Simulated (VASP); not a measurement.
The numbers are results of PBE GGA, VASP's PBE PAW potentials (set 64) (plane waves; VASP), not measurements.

The input files of a VASP run:

INCAR:
```
SYSTEM = Ir2Au
PREC = Accurate; ENCUT = 300; LREAL = .FALSE.
LASPH = .TRUE.
EDIFF = 1E-6; NELM = 100; ALGO = Normal
LMAXMIX = 6
ISMEAR = -1; SIGMA = 0.1
GGA = PE
ISIF = 2
LWAVE = .FALSE.; LCHARG = .FALSE.
```

**POSCAR**
```
Ir2Au
1
    0.0000000000     3.6505530000     3.6505530000
    3.6505530000     0.0000000000     3.6505530000
    3.6505530000     3.6505530000     0.0000000000
Ir Au
4 2
Direct
  0.1421000000   0.1254920000   0.1044440000
  0.6073820000   0.1239000000   0.1431210000
  0.1270360000   0.6179030000   0.1340000000
  0.1246430000   0.1294630000   0.6245440000
  0.7435680000   0.7600320000   0.7544890000
  0.5052710000   0.4932090000   0.4894020000
```

### KPOINTS
```
K-points
0
gamma
 5 5 5
0 0 0
```

POTCAR, in this order: Ir Au (PBE.64 set). Program: vasp_std.

The resulting files:

**OSZICAR**
```
       N       E                     dE             d eps       ncg     rms          rms(c)
DAV:   1     0.388493598376E+03    0.38849E+03   -0.19697E+04  4284   0.108E+03
DAV:   2    -0.122029400768E+02   -0.40070E+03   -0.38884E+03  4386   0.387E+02
DAV:   3    -0.388938595927E+02   -0.26691E+02   -0.25132E+02  5842   0.881E+01
DAV:   4    -0.401762650158E+02   -0.12824E+01   -0.12428E+01  5096   0.196E+01
DAV:   5    -0.402158058471E+02   -0.39541E-01   -0.39360E-01  5146   0.311E+00    0.316E+01
DAV:   6    -0.383550984586E+02    0.18607E+01   -0.73192E+00  4476   0.212E+01    0.183E+01
DAV:   7    -0.381611450566E+02    0.19395E+00   -0.41582E+00  6058   0.234E+01    0.783E+00
DAV:   8    -0.380212356391E+02    0.13991E+00   -0.19329E+00  6232   0.127E+01    0.428E+00
DAV:   9    -0.379446792050E+02    0.76556E-01   -0.88289E-01  6282   0.697E+00    0.236E+00
DAV:  10    -0.379239330933E+02    0.20746E-01   -0.13116E-01  6092   0.285E+00    0.441E-01
DAV:  11    -0.379234450563E+02    0.48804E-03   -0.18387E-02  5998   0.110E+00    0.278E-01
DAV:  12    -0.379227705483E+02    0.67451E-03   -0.41313E-03  6206   0.530E-01    0.726E-02
DAV:  13    -0.379227809700E+02   -0.10422E-04   -0.24275E-04  5422   0.117E-01    0.482E-02
DAV:  14    -0.379227730886E+02    0.78814E-05   -0.82589E-05  6146   0.714E-02    0.297E-02
DAV:  15    -0.379227753591E+02   -0.22704E-05   -0.23533E-05  5716   0.471E-02    0.880E-03
DAV:  16    -0.379227748309E+02    0.52816E-06   -0.10214E-06  2220   0.914E-03
   1 F= -.37922775E+02 E0= -.37756710E+02  d E =-.332130E+00
```

File OUTCAR:
```
------------------------ aborting loop because EDIFF is reached ----------------------------------------
  FORCE on cell =-STRESS in cart. coord.  units (eV):
  Direction    XX          YY          ZZ          XY          YZ          ZX
  --------------------------------------------------------------------------------------
  Total        5.5769034      5.3056343      5.2739729      0.0105363     -0.0909554     -0.2892439
  in kB       91.8327804     87.3658941     86.8445369      0.1734976     -1.4977283     -4.7628716
  external PRESSURE =      88.6810704 kB  Pullay stress =       0.0000000 kB
  volume of cell :       97.30
      direct lattice vectors                 reciprocal lattice vectors
     0.000000000  3.650553000  3.650553000    -0.136965550  0.136965550  0.136965550
     3.650553000  0.000000000  3.650553000     0.136965550 -0.136965550  0.136965550
     3.650553000  3.650553000  0.000000000     0.136965550  0.136965550 -0.136965550
 POSITION                                       TOTAL-FORCE (eV/Angst)
 -----------------------------------------------------------------------------------
      0.83939      0.90002      0.97686        -0.320097     -0.649927     -0.501770
      0.97477      2.73975      2.66958        -1.195719      1.308248      1.040727
      2.74486      0.95293      2.71944         0.904181     -1.068868      0.524755
      2.75254      2.73495      0.92763         0.668682      0.131284     -1.303319
      5.52884      5.46874      5.48897        -0.232926      0.138892      0.069749
      3.58707      3.63111      3.64500         0.175879      0.140371      0.169859
 -----------------------------------------------------------------------------------
    total drift:                               -0.000018     -0.000244     -0.000140
  FREE ENERGIE OF THE ION-ELECTRON SYSTEM (eV)
  ---------------------------------------------------
  free  energy   TOTEN  =       -37.9227748309 eV

  energy  without entropy=      -37.5906453289  energy(sigma->0) =      -37.75671008
```
(Selected blocks of OUTCAR.)

At this cut-off the stress carries a Pulay error, which pulls relaxed volumes low.

The structure was generated: Ir2Au was put into an ordered model structure, which need not be its known phase. The cell was not relaxed at this level, atoms are displaced from their ideal sites.
